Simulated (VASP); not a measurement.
Output of a VASP run:

**OSZICAR**
```
       N       E                     dE             d eps       ncg     rms          rms(c)
DAV:   1     0.488728841435E+02    0.48873E+02   -0.45108E+03  1344   0.983E+02
DAV:   2     0.134974078796E+01   -0.47523E+02   -0.47161E+02  1416   0.233E+02
DAV:   3     0.387648054941E+00   -0.96209E+00   -0.94447E+00  2096   0.321E+01
DAV:   4     0.368808851796E+00   -0.18839E-01   -0.18709E-01  1872   0.308E+00
DAV:   5     0.368766091228E+00   -0.42761E-04   -0.42761E-04  2120   0.126E-01    0.646E+00
DAV:   6     0.371057511187E+00    0.22914E-02   -0.27550E-02  1608   0.187E+00    0.425E+00
DAV:   7     0.363933732420E+00   -0.71238E-02   -0.35940E-02  2160   0.204E+00    0.365E-01
DAV:   8     0.365017087145E+00    0.10834E-02   -0.57211E-03  1472   0.916E-01    0.117E-01
DAV:   9     0.365017528523E+00    0.44138E-06   -0.20211E-04  2208   0.147E-01    0.793E-02
DAV:  10     0.365009957222E+00   -0.75713E-05   -0.40206E-06  1640   0.246E-02    0.114E-02
DAV:  11     0.365010218404E+00    0.26118E-06   -0.42373E-07  1224   0.826E-03
   1 F= 0.37944514E+01 E0= 0.37944241E+01  d E =0.379445E+01
       N       E                     dE             d eps       ncg     rms          rms(c)
DAV:   1     0.269844877187E+00   -0.95165E-01   -0.70147E-01  1552   0.102E+01    0.134E+00
DAV:   2     0.292051961887E+00    0.22207E-01   -0.58526E-02  1608   0.294E+00    0.434E-01
DAV:   3     0.296610423171E+00    0.45585E-02   -0.21958E-02  2000   0.134E+00    0.401E-01
DAV:   4     0.296037236192E+00   -0.57319E-03   -0.66792E-04  2248   0.201E-01    0.129E-01
DAV:   5     0.295812640292E+00   -0.22460E-03   -0.94182E-04  1848   0.191E-01    0.342E-02
DAV:   6     0.295821839223E+00    0.91989E-05   -0.12127E-05  1624   0.352E-02    0.407E-03
DAV:   7     0.295821564683E+00   -0.27454E-06   -0.14251E-06  1408   0.801E-03
   2 F= 0.37934355E+01 E0= 0.37932593E+01  d E =-.101593E-02
       N       E                     dE             d eps       ncg     rms          rms(c)
DAV:   1     0.308478595912E+00    0.12657E-01   -0.28369E-02  1560   0.205E+00    0.249E-01
DAV:   2     0.309388981137E+00    0.91039E-03   -0.23330E-03  1592   0.588E-01    0.837E-02
DAV:   3     0.309565954301E+00    0.17697E-03   -0.92209E-04  2000   0.276E-01    0.765E-02
DAV:   4     0.309535219385E+00   -0.30735E-04   -0.27404E-05  2208   0.488E-02    0.207E-02
DAV:   5     0.309522715586E+00   -0.12504E-04   -0.31823E-05  1864   0.378E-02    0.686E-03
DAV:   6     0.309521062673E+00   -0.16529E-05   -0.47067E-07   736   0.739E-03    0.846E-04
DAV:   7     0.309521163945E+00    0.10127E-06   -0.38992E-08   704   0.221E-03
   3 F= 0.37933643E+01 E0= 0.37932143E+01  d E =-.108713E-02
```

### OUTCAR
```
------------------------ aborting loop because EDIFF is reached ----------------------------------------
  FORCE on cell =-STRESS in cart. coord.  units (eV):
  Direction    XX          YY          ZZ          XY          YZ          ZX
  --------------------------------------------------------------------------------------
  Total        3.4841578      3.4841578      3.4841578      0.0000000      0.0000000     -0.0000000
  in kB      200.0180667    200.0180667    200.0180667      0.0000000      0.0000000     -0.0000000
  external PRESSURE =       0.0180667 kB  Pullay stress =     200.0000000 kB
  volume of cell :       27.91
      direct lattice vectors                 reciprocal lattice vectors
    -1.910849111  1.910849111  1.910849111     0.000000000  0.261663779  0.261663779
     1.910849111 -1.910849111  1.910849111     0.261663779  0.000000000  0.261663779
     1.910849111  1.910849111 -1.910849111     0.261663779  0.261663779  0.000000000
 POSITION                                       TOTAL-FORCE (eV/Angst)
 -----------------------------------------------------------------------------------
      0.00000      0.00000      0.00000         0.000000      0.000000     -0.000000
 -----------------------------------------------------------------------------------
    total drift:                               -0.000000      0.000000      0.000000
  FREE ENERGIE OF THE ION-ELECTRON SYSTEM (eV)
  ---------------------------------------------------
  free  energy   TOTEN  =         0.3095211639 eV

  energy  without entropy=        0.3090712366  energy(sigma->0) =        0.30937119
  enthalpy is  TOTEN    =         3.7933642685 eV   P V=        3.4838431046

 reached required accuracy - stopping structural energy minimisation
```
(Selected blocks of OUTCAR.)

POSCAR:
```
K
1
   -1.9008506018     1.9008506018     1.9008506018
    1.9008506018    -1.9008506018     1.9008506018
    1.9008506018     1.9008506018    -1.9008506018
K
1
Direct
  0.0000000000   0.0000000000   0.0000000000
```

### Question
Reconstruct the remaining input files.

### Answer
One answer among several that fit: the input of the run itself, PBE GGA, plane waves, VASP's PBE PAW potentials (set 64).

### INCAR
```
ALGO  =  Normal
EDIFF  =  1E-6
EDIFFG  =  -0.02
ENCUT  =  500
GGA  =  PE
IBRION  =  2
ISIF  =  3
ISMEAR  =  1
LASPH  =  .TRUE.
LCHARG  =  .FALSE.
LREAL  =  .FALSE.
LWAVE  =  .FALSE.
NELM  =  100
NSW  =  40
PREC  =  Accurate
PSTRESS  =  200
SIGMA  =  0.1
SYSTEM  =  K
```

KPOINTS:
```
Automatic mesh
0
Gamma
13 13 13
0 0 0
```

POTCAR, in this order: K_sv (PBE.64 set). Program: vasp_std.

The compound is K in the bcc structure. This run relaxes it under an external pressure of 20 GPa. Symmetry was kept, so distortions that lower it aren't found.
